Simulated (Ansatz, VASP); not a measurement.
# NaAsF6 in two plane-wave programs

One calculation is typed for both programs; each brings its own data sets. How far apart do they land? The cell is taken from a series of runs on this material, whose earlier steps may have relaxed, scaled, displaced or heated it; both programs get it as it stands.

Program: Ansatz 0.2.0. Level of theory: plane waves, with VASP 6.6.1 beside it; G0W0 gap at LDA. Results are calculated unless marked as measured.

## Step 1: Set-up

Symmetry: Fm-3m, No. 225, cubic system. The conventional cell has a = 7.966 Å, b = 7.966 Å, c = 7.966 Å, α = 90.00°, β = 90.00°, γ = 90.00°. Nearest to Na lie 6 F at 2.24 Å. Nearest to As lie 6 F at 1.74 Å. Nearest to F lie 1 As at 1.74 Å and 1 Na at 2.24 Å. Farther neighbours and most contacts between anions are not listed.

## Step 2: Ansatz: G0W0 gap, LDA

Ansatz runs on its default PAW (the set named soft_2) files.

Quasiparticle shifts depend on high empty states and on the cores, so they are the hardest test of two PAW sets.

Contents of input.yaml:

```yaml
crystal:
  lattice:
    - [0.0, 3.98304932, 3.98304932]
    - [3.98304932, 0.0, 3.98304932]
    - [3.98304932, 3.98304932, 0.0]
  atoms:
    - { symbol: Na, position: [0.5, 0.5, 0.5] }
    - { symbol: As, position: [0.0, 0.0, 0.0] }
    - { symbol: F, position: [0.78162988, 0.78162988, 0.21837012] }
    - { symbol: F, position: [0.21837012, 0.78162988, 0.21837012] }
    - { symbol: F, position: [0.78162988, 0.21837012, 0.21837012] }
    - { symbol: F, position: [0.21837012, 0.21837012, 0.78162988] }
    - { symbol: F, position: [0.78162988, 0.21837012, 0.78162988] }
    - { symbol: F, position: [0.21837012, 0.78162988, 0.78162988] }
kpoints:
  mp_grid: { grid: [2, 2, 2] }
hamiltonian:
  xc: lda
scf:
  occupations: { method: fixed }
gw:
  n_empty_bands: 83
  ecut_chi: 114.29
  qp_bands: [v2, c2]
  qp_kpoints: [[0.0, 0.0, 0.0]]
  screening: { model: contour_deformation }
```

Run with:

```bash
> ansatz run input.yaml --threads 4 --pin off --max-ram 5529MiB --backend cpu --events-out ev --progress --plain --runs-dir out
```

Numbers of over 12 decimals in the logs are rounded to 6 here.

The log of the run:

```text
Engine: ansatz 0.2.0, aarch64-unknown-linux-gnu
Pseudopotentials: kind: paw
Pseudopotential: Na, paw, valence charge 9, recommended cutoff 420 eV (normal), Na.paw.azcp
Pseudopotential: As, paw, valence charge 15, recommended cutoff 420 eV (normal), As.paw.azcp
Pseudopotential: F, paw, valence charge 7, recommended cutoff 420 eV (normal), F.paw.azcp
Functional definition: SPW92
  exchange = slater_x
  correlation = pw_c
Crystal: 8 atoms, lattice volume = 126.380 Å³
Basis set: ecut = 420 eV, 2445 PW (Γ)
Bands: 41, of which v1, the nominal top of the filled ones, is band 33 counted from 1 (32 counted from 0)
Symmetry: 48 space group operations
Space group: Fm-3m (ITA 225), of the structure as read, at distance tolerance 5.0e-5 Å
k-points: 3 of 8
Non-local potential: Na, projectors of the file, l = 0: 3, l = 1: 2, l = 2: 1
Non-local potential: As, projectors of the file, l = 0: 2, l = 1: 2, l = 2: 3, l = 3: 1
Non-local potential: F, projectors of the file, l = 0: 2, l = 1: 2, l = 2: 1
PAW form: soft (Blöchl's): semilocal exchange-correlation on the pseudo side does not see the compensation charge
PAW frozen core: Na, regenerated for the run's functional, and the local potential with it (the file was generated under x = pbe(κ = 0.804, μ = 0.219515), c = pbe(β = 0.066725))
PAW frozen core: As, regenerated for the run's functional, and the local potential with it (the file was generated under x = pbe(κ = 0.804, μ = 0.219515), c = pbe(β = 0.066725))
PAW frozen core: F, regenerated for the run's functional, and the local potential with it (the file was generated under x = pbe(κ = 0.804, μ = 0.219515), c = pbe(β = 0.066725))
PAW one-centre angular grid: Na, 110 points (default); XC on 64 Gauss nodes
PAW one-centre angular grid: As, 590 points (default); XC on 64 Gauss nodes
PAW one-centre angular grid: F, 110 points (default); XC on 64 Gauss nodes
Initial density: superposition of atomic densities (neutral atoms: chi_scale 0, normalization atom), corrected by the library's trained network
Initial wavefunctions: pseudopotential atomic-orbital guess
Functional: x = slater, c = lda
SCF iter   1: F=—  HF=-11004.984453 eV  |F-HF|=—  |Δ(HF+E_count)|=         —  Δρ=1.44e-2  dr2=1.76e-1  ethr=1.77e-3  ⟨swp⟩=4.0  Hψ=490  notcnv=0  defer=18
preconditioner: auto → Resta (q_TF=auto, 2.448 Å⁻¹)  ε∞=2.6  [insulator: Δε(μ)=5.189 eV  Ē_g=19.330 eV  n_scr=26 (ndim 8)  ℏωp=24.3 eV  f_vac=0.361  ε∞_Penn≈2.6]
SCF iter   2: F=—  HF=-11004.927691 eV  |F-HF|=—  |Δ(HF+E_count)|=   5.68e-2  Δρ=3.15e-3  dr2=3.54e-3  ethr=2.67e-4  ⟨swp⟩=2.0  Hψ=214  notcnv=0  defer=18
SCF iter   3: F=—  HF=-11004.926205 eV  |F-HF|=—  |Δ(HF+E_count)|=   1.49e-3  Δρ=1.26e-3  dr2=1.06e-3  ethr=5.37e-6  ⟨swp⟩=2.0  Hψ=221  notcnv=0  defer=18
SCF iter   4: F=—  HF=-11004.925995 eV  |F-HF|=—  |Δ(HF+E_count)|=   2.10e-4  Δρ=5.30e-4  dr2=2.00e-4  ethr=1.60e-6  ⟨swp⟩=1.7  Hψ=167  notcnv=0  defer=18
SCF iter   5: F=—  HF=-11004.925898 eV  |F-HF|=—  |Δ(HF+E_count)|=   9.62e-5  Δρ=1.19e-4  dr2=1.17e-5  ethr=3.02e-7  ⟨swp⟩=2.0  Hψ=163  notcnv=0  defer=5
SCF iter   6: F=—  HF=-11004.925896 eV  |F-HF|=—  |Δ(HF+E_count)|=   2.02e-6  Δρ=2.22e-5  dr2=5.46e-7  ethr=1.77e-8  ⟨swp⟩=3.0  Hψ=217  notcnv=0  defer=5
SCF iter   7: F=-11004.925897 eV  HF=-11004.925897 eV  |F-HF|=4.21e-8  |Δ(HF+E_count)|=   3.87e-7  Δρ=4.15e-6  dr2=2.86e-8  ethr=1.52e-10  ⟨swp⟩=8.3  Hψ=453  notcnv=0
SCF 1 converged in 7 iterations: F = -11004.925897 eV  dr2 = 2.86e-8
  greatest PAW one-centre occupation: 1.000 electrons in one spin orbital (limit 2), on the As atom at site 1 (counted from 0), in its partial waves of l = 2
NSCF: frozen V_eff on 3 k-points
G₀W₀ screening: q 1/3
[... further progress lines ...]
NSCF: frozen V_eff on 1 k-points
NSCF: frozen V_eff on 1 k-points
SCF converged after 7 iterations
Free energy (F): -11004.925897 eV
Harris-Foulkes:  -11004.925897 eV  (|F-HF|=4.21e-8)
Internal energy: -11004.925897 eV  (E = F + TS)
E sigma→0 (E₀):  -11004.925897 eV
Fermi energy:    -1.868031 eV
--- Per-component energies (eV) ---
  E_band       = -1000.760164
  E_kinetic    = 1455.548232
  E_local      = -9084.320436  (includes V_loc(G=0)·N_el)
  E_nonlocal   = -84.292216
  E_hartree    = 3837.632266
  E_xc         = -580.139691
  E_vxc        = -729.226443  (∫ρ·V_xc dr)
  E_paw        = -3134.643354  (= ΣΔE_a)
  E_vpaw       = -233.760469  (= ΣTr[D̂ρ^β])
  E_aug_tail   = 0.011889  (compensation charges beyond the density's cutoff)
  E_ewald      = -3417.618218
  E_core_change = 2.895630  (= ΣΔE_core)
  E_smearing   = -0.000000  (= −TS)
  E_closure    = 0.000000  (closes the sum)
  Σ components = -11004.925897   (vs F -11004.925897, Δ=0.00e0)
--- Band table (eV) ---
  k-point 0: bands = [... 29 lower, -2.6610, -1.8680, -1.8680, -1.8680, 3.4767, 7.4074, 9.7091, 9.7091, ... 4 higher]
  k-point 1: bands = [... 29 lower, -2.5653, -2.0349, -2.0349, -1.9780, 4.4022, 7.8097, 8.8028, 10.3194, ... 4 higher]
  k-point 2: bands = [... 29 lower, -2.6924, -2.1925, -2.1925, -1.8727, 4.5115, 8.6146, 9.6762, 9.8035, ... 4 higher]
--- G₀W₀: contour deformation, 5 samples at zero and on the imaginary axis and 1 off it, 8 q-points, 83 empty bands' worth ---
  eigenvalues of the whole cell's RPA ε∞ on this k-mesh (on a slab, of 1 + 4πα/V) = 1.7363, 1.7363, 1.7363; static W/v taken at q = 0 is 0.575940
  bands read: the sum over 116 bands ends inside a degenerate multiplet in 1 slot, whose members it reads at an even weight; the widest, k=0: bands 116 to 117 (counted from 1) at 1/2 each
    ik  band        ε_KS         Σx   Σc(E_QP)       V_xc       Z   E_QP_lin       E_QP  E_QP is
     0    32     -1.8680   -32.8625     5.9101   -24.7221  0.8032    -4.1525    -4.0983  root
     0    33     -1.8680   -32.8625     5.9101   -24.7221  0.8032    -4.1525    -4.0983  root
     0    34      3.4767   -14.4744    -2.2272   -20.0871  0.8694     6.9248     6.8621  root
     0    35      7.4074    -6.0899    -2.3568   -10.8420  0.8932     9.8368     9.8027  root
```

## Step 3: VASP: G0W0 gap, LDA

The same cell, functional (in two slightly different forms) and mesh now go to VASP, with its own data sets.

Lines of VASP's logs that name or quote its potential files are left out, and so is its time.

The run reads the wave functions of an earlier VASP run, which isn't shown here.

Contents of INCAR:

```
SYSTEM = NaAsF6
PREC = Accurate
ENCUT = 520
ISMEAR = 0
SIGMA = 0.01
LREAL = .FALSE.
GGA = CA
NBANDS = 111
ALGO = EVGW0
NELMGW = 1
ENCUTGW = 114.29
NOMEGA = 64
PRECFOCK = Fast
NBANDSGW = 36
LWAVE = .FALSE.
LCHARG = .FALSE.
```

Contents of POSCAR:

```
NaAsF6
1.0
    0.0000000000      3.9830493200      3.9830493200
    3.9830493200      0.0000000000      3.9830493200
    3.9830493200      3.9830493200      0.0000000000
Na As F
1 1 6
Direct
    0.5000000000      0.5000000000      0.5000000000
    0.0000000000      0.0000000000      0.0000000000
    0.7816298800      0.7816298800      0.2183701200
    0.2183701200      0.7816298800      0.2183701200
    0.7816298800      0.2183701200      0.2183701200
    0.2183701200      0.2183701200      0.7816298800
    0.7816298800      0.2183701200      0.7816298800
    0.2183701200      0.7816298800      0.7816298800
```

Contents of KPOINTS:

```
Automatic mesh
0
Gamma
2 2 2
0 0 0
```

The projector-augmented-wave data sets are Na_sv_GW, As_GW and F_GW (LDA family, release 64).

Run with:

```bash
> export OMP_NUM_THREADS=3
> mpirun -np 1 vasp_std
```

The log of the run:

```text
[banner, memory and clock lines left out]
running    1 mpi-ranks, on    1 nodes
 distrk:  each k-point on    1 cores,    1 groups
 distr:  one band on    1 cores,    1 groups
 Offloading initialized ...    1 GPUs detected
 POSCAR found type information on POSCAR NaAsF
 POSCAR found :  3 types and       8 ions
|                                                                             |
|           W    W    AA    RRRRR   N    N  II  N    N   GGGG   !!!           |
|           W    W   A  A   R    R  NN   N  II  NN   N  G    G  !!!           |
|           W    W  A    A  R    R  N N  N  II  N N  N  G       !!!           |
|           W WW W  AAAAAA  RRRRR   N  N N  II  N  N N  G  GGG   !            |
|           WW  WW  A    A  R   R   N   NN  II  N   NN  G    G                |
|           W    W  A    A  R    R  N    N  II  N    N   GGGG   !!!           |
|                                                                             |
|     The default for ENCUTGWSOFT is different in this version of VASP.       |
|     please manually set ENCUTGWSOFT =114.29 in the INCAR file.              |
|                                                                             |

 LDA part: xc-table for (Slater(with rela. corr.)+CA(PZ))
 , standard interpolation
 found WAVECAR, reading the header
 POSCAR, INCAR and KPOINTS ok, starting setup
 FFT: planning ... GRIDC
 FFT: planning ... GRID_SOFT
 FFT: planning ... GRID
 reading WAVECAR
 the WAVECAR file was read successfully
 initial charge from wavefunction
 available memory per node:   1685.82 GB, setting MAXMEM to   1726280

 The Fermi energy was updated, please check that it is located mid-gap
 values below the HOMO (VB) or above the LUMO (CB) will cause erroneous energies
 E-fermi :  -1.2531

 calculate exact exchange contribution
 the WAVEDER file was read successfully
energies w=
    0.000    0.000    1.147    0.000    2.292    0.000    3.432    0.000
    4.566    0.000    5.690    0.000    6.804    0.000    7.906    0.000
    8.995    0.000   10.070    0.000   11.131    0.000   12.178    0.000
   13.211    0.000   14.231    0.000   15.238    0.000   16.233    0.000
   17.217    0.000   18.192    0.000   19.159    0.000   20.119    0.000
   21.075    0.000   22.027    0.000   22.978    0.000   23.929    0.000
   24.884    0.000   25.843    0.000   26.809    0.000   27.785    0.000
   28.772    0.000   29.775    0.000   30.795    0.000   31.836    0.000
   32.902    0.000   33.996    0.000   35.122    0.000   36.285    0.000
   37.490    0.000   38.742    0.000   40.049    0.000   41.417    0.000
   42.855    0.000   44.371    0.000   45.977    0.000   47.685    0.000
   49.510    0.000   51.470    0.000   53.583    0.000   55.875    0.000
   58.374    0.000   61.115    0.000   64.141    0.000   67.506    0.000
   71.274    0.000   75.531    0.000   80.382    0.000   85.968    0.000
   92.474    0.000  100.154    0.000  109.358    0.000  120.590    0.000
  134.598    0.000  152.547    0.000  176.350    0.000  209.382    0.000
 responsefunction array rank=     344
 LDA part: xc-table for (Slater(with rela. corr.)+CA(PZ))
 , standard interpolation

 min. memory requirement per mpi rank    423.4 MB, per node    423.4 MB

 allocating  64 responsefunctions rank=   344
 shmem allocating  64 responsefunctions rank=   344
 response function shared by NCSHMEM nodes    1
 Doing            64  frequencies on each core in blocks of            64
NQ=   1    0.0000    0.0000    0.0000,
|.........|.........|.........|.........|.........|.........|.........|.........
 performed         61000 updates of chi_q(r,r)
 total number of BLAS operations         56.23 Gflops
NQ=   2    0.5000    0.0000    0.0000,
|.........|.........|.........|.........|.........|.........|.........|.........
 performed        162000 updates of chi_q(r,r)
 total number of BLAS operations        151.96 Gflops
NQ=   3    0.5000    0.5000    0.0000,
|.........|.........|.........|.........|.........|.........|.........|.........
 performed        255000 updates of chi_q(r,r)
 total number of BLAS operations        239.10 Gflops
 resolving degeneracies of screened two electron integrals

 calculate QP shifts <psi_nk| G(iteration)W_0 |psi_nk>: iteration 1
 entering main loop
```

From OUTCAR (step 3):

```text
ion  position               nearest neighbor table
   1  0.500  0.500  0.500-   3 2.24   4 2.24   5 2.24   6 2.24   7 2.24   8 2.24
   2  0.000  0.000  0.000-   3 1.74   4 1.74   5 1.74   6 1.74   7 1.74   8 1.74
   3  0.782  0.782  0.218-   2 1.74   1 2.24
   4  0.218  0.782  0.218-   2 1.74   1 2.24
   5  0.782  0.218  0.218-   2 1.74   1 2.24
   6  0.218  0.218  0.782-   2 1.74   1 2.24
   7  0.782  0.218  0.782-   2 1.74   1 2.24
   8  0.218  0.782  0.782-   2 1.74   1 2.24

  LATTYP: Found a face centered cubic cell.
 ALAT       =     7.9660986400

 Subroutine GETGRP returns: Found 48 space group operations
 (whereof 48 operations were pure point group operations)

The static configuration has the point symmetry O_h .

 Found      3 irreducible k-points:

   k-points           NKPTS =      3   k-points in BZ     NKDIM =      8   number of bands    NBANDS=    111

   dimension x,y,z NGX =    42 NGY =   42 NGZ =   42
   dimension x,y,z NGXF=    84 NGYF=   84 NGZF=   84

   ENCUT  =  520.0 eV  38.22 Ry    6.18 a.u.  10.47 10.47 10.47*2*pi/ulx,y,z

   NELECT =      56.0000    total number of electrons

  energy-cutoff  :      520.00
  volume of cell :      126.38
      direct lattice vectors                 reciprocal lattice vectors
     0.000000000  3.983049320  3.983049320    -0.125531963  0.125531963  0.125531963
     3.983049320  0.000000000  3.983049320     0.125531963 -0.125531963  0.125531963
     3.983049320  3.983049320  0.000000000     0.125531963  0.125531963 -0.125531963

 k-points in reciprocal lattice and weights: Automatic mesh
   0.00000000  0.00000000  0.00000000       0.125
   0.50000000  0.00000000  0.00000000       0.500
   0.50000000  0.50000000  0.00000000       0.375

 E-fermi :  -1.2531

 QP shifts <psi_nk| G(iteration)W_0 |psi_nk>: iteration 1
 for sc-GW calculations column KS-energies equals QP-energies in previous step
 and V_xc(KS)=  KS-energies - (<T + V_ion + V_H > + <T+V_H+V_ion>^1  + <V_x>^1)
 k-point   1 :       0.0000    0.0000    0.0000
  band No.  KS-energies  QP-energies   sigma(KS)   V_xc(KS)     V^pw_x(r,r')   Z            occupation Imag(sigma)
    ...
     25      -4.7106      -7.1217     -25.4263     -22.3904     -30.6680       0.7942       2.0000       0.1864
     26      -3.9145      -6.2397     -26.1970     -23.2849     -31.4212       0.7985       2.0000       0.1704
     27      -3.9145      -6.2397     -26.1970     -23.2849     -31.4212       0.7985       2.0000       0.1704
     28      -3.9145      -6.2397     -26.1970     -23.2849     -31.4212       0.7985       2.0000       0.1704
     29       1.4083       4.7703     -12.6910     -16.5897     -11.0597       0.8623       0.0000      -0.0617
     30       5.3583       7.7617      -6.8448      -9.5535      -4.8254       0.8873       0.0000      -0.0757
     31       7.6237      11.2941     -10.3541     -14.6056      -7.7282       0.8633       0.0000      -0.1172
     32       7.6237      11.2941     -10.3541     -14.6056      -7.7282       0.8633       0.0000      -0.1172
    ...

 k-point   2 :       0.5000    0.0000    0.0000
  band No.  KS-energies  QP-energies   sigma(KS)   V_xc(KS)     V^pw_x(r,r')   Z            occupation Imag(sigma)
    ...
     25      -4.6139      -7.0039     -25.5604     -22.5511     -30.8090       0.7942       2.0000       0.1848
     26      -4.0798      -6.4238     -25.8991     -22.9523     -31.0821       0.7954       2.0000       0.1714
     27      -4.0798      -6.4238     -25.8991     -22.9523     -31.0821       0.7954       2.0000       0.1714
     28      -4.0231      -6.3609     -26.0217     -23.0827     -31.2332       0.7955       2.0000       0.1715
     29       2.3313       6.1732     -15.1198     -19.6508     -13.6463       0.8479       0.0000      -0.0660
     30       5.7579       8.3220      -8.1489     -11.0540      -6.0385       0.8826       0.0000      -0.0806
     31       6.7533       8.8145      -5.6701      -7.9780      -3.6347       0.8931       0.0000      -0.0763
     32       8.2551      10.8768      -6.1583      -9.1174      -3.7128       0.8860       0.0000      -0.1022
    ...

 k-point   3 :       0.5000    0.5000    0.0000
  band No.  KS-energies  QP-energies   sigma(KS)   V_xc(KS)     V^pw_x(r,r')   Z            occupation Imag(sigma)
    ...
     25      -4.7407      -7.0994     -25.3675     -22.3990     -30.5129       0.7946       2.0000       0.1824
     26      -4.2377      -6.6136     -25.5929     -22.6020     -30.7578       0.7944       2.0000       0.1736
     27      -4.2377      -6.6136     -25.5929     -22.6020     -30.7578       0.7944       2.0000       0.1736
     28      -3.9169      -6.2419     -26.1855     -23.2704     -31.4076       0.7976       2.0000       0.1703
     29       2.4422       6.3598     -15.3736     -20.0130     -13.9030       0.8444       0.0000      -0.0671
     30       6.5637       8.7372      -7.2181      -9.6686      -5.3276       0.8870       0.0000      -0.0762
     31       7.6357      10.1704      -7.0678      -9.9456      -4.7277       0.8808       0.0000      -0.0943
     32       7.7274      11.1964     -10.5084     -14.5267      -8.0794       0.8633       0.0000      -0.1131
    ...
```

## Step 4: Comparison

Known differences besides the potentials themselves: the two LDA forms differ slightly; fixed occupations in Ansatz, narrow Gaussian smearing in VASP; the data sets hold 66 valence electrons in Ansatz (on its default PAW (the set named soft_2) files) and 56 in VASP; the cutoff is 420 eV in Ansatz and 520 eV in VASP; VASP's log shows a relativistic correction to its local exchange, Ansatz's none; Ansatz integrates over frequency by contour deformation, VASP on a grid of NOMEGA points; Ansatz's G0W0 levels solve the quasiparticle equation, VASP's are linearised. Total energies have different zeros and are not compared.

Both answers:

```tsv
quantity	Ansatz	VASP	difference
G0W0 gap on the mesh (eV)	10.96	11.01	-0.05
Kohn-Sham gap under it (eV)	5.34	5.32	+0.02
```

## Step 5: Summary of results

| Item | Value |
| --- | --- |
| difference in G0W0 gap on the mesh (G0W0 gap, LDA) | -0.050 eV |

What this shows: The difference in G0W0 gap on the mesh is -0.050 eV (G0W0 gap, LDA). The data sets hold unlike numbers of valence electrons (66 in Ansatz and 56 in VASP), so part of the differences comes from the potentials. Such differences can come from data sets, numerical settings and the points named under the comparisons, not from the functional's error against experiment.

[Lines on the potential files, build, host, timing and source positions are cut from VASP's logs without a mark.]

[Logs are printed without paths, hosts, clocks, repeated set-up lines and the standing remarks that a program may print on its own settings, such as how far it seeks lower states.]

[Hosts, paths, dates, database ids (printed as entryN), source tags and the programs' standing remarks are cut or masked in the printed files.]
